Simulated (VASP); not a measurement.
Input of a VASP 6.6.1 run:

Contents of INCAR:

```
SYSTEM = NbWS4
PREC = Accurate ; ENCUT = 520
EDIFF = 1E-6 ; ISMEAR = 0
SIGMA = 0.1 ; LREAL = .FALSE.
LASPH = .TRUE. ; NELM = 120
ALGO = Normal ; ISIF = 3
LWAVE = .FALSE. ; LCHARG = .FALSE.
GGA = PE ; IBRION = 2
NSW = 90 ; EDIFFG = -0.01
KPAR = 8
```

The input KPOINTS:

```
Automatic mesh
0
G
  4 8 5
  0 0 0
```

The input POSCAR:

```
NbWS4
1.0
   13.4110000000      0.0000000000      0.0000000000
    0.0000000000      3.2790000000      0.0000000000
    0.0000000000      0.0000000000      5.6600000000
Nb W S
2 2 8
Direct
    0.2500000000      0.0000000000      0.6738515900
    0.7500000000      0.0000000000      0.3261484100
    0.2500000000      0.5000000000      0.1623674900
    0.7500000000      0.5000000000      0.8376325100
    0.3645328500      0.0000000000      0.3273851600
    0.1354671500      0.0000000000      0.3273851600
    0.3675154700      0.5000000000      0.8374558300
    0.1324845300      0.5000000000      0.8374558300
    0.8645328500      0.0000000000      0.6726148400
    0.6354671500      0.0000000000      0.6726148400
    0.8675154700      0.5000000000      0.1625441700
    0.6324845300      0.5000000000      0.1625441700
```

Potentials or basis: VASP PAW PBE potentials, release 64 (Nb_sv, W_sv, S).

Launch:

```bash
$ cat potpaw_PBE.64/Nb_sv/POTCAR potpaw_PBE.64/W_sv/POTCAR potpaw_PBE.64/S/POTCAR > POTCAR
$ mpirun -np 8 vasp_std > vasp.out
```

Problem. Predict the band gap on the k mesh.

Solution. None (metal or under the smearing width).

Problem. Predict the relaxed cell.

Solution. a = 13.416 Å, b = 3.271 Å, c = 5.682 Å, α = 90.00°, β = 90.00°, γ = 90.00°.

Step by step:
| step | energy change (eV) | largest force (eV/Å) | pressure (GPa) | volume (Å³) |
| --- | --- | --- | --- | --- |
| 1 | 0.0000 | 0.2175 | 0.13 | 248.90 |
| 2 | -0.0045 | 0.0517 | -0.15 | 249.52 |
| 3 | -0.0045 | 0.0533 | -0.16 | 249.55 |
| 4 | -0.0048 | 0.0555 | 0.25 | 248.92 |
| 5 | -0.0051 | 0.0347 | 0.08 | 249.18 |
| 6 | -0.0054 | 0.0175 | -0.01 | 249.35 |
| 7 | -0.0054 | 0.0165 | -0.01 | 249.34 |
| 8 | -0.0055 | 0.0089 | 0.01 | 249.34 |

Caveat: this functional lacks dispersion, which binds the layers, so the pressure and a relaxed spacing across them are unreliable. The run has no spin-orbit coupling, so splittings on W are missing.
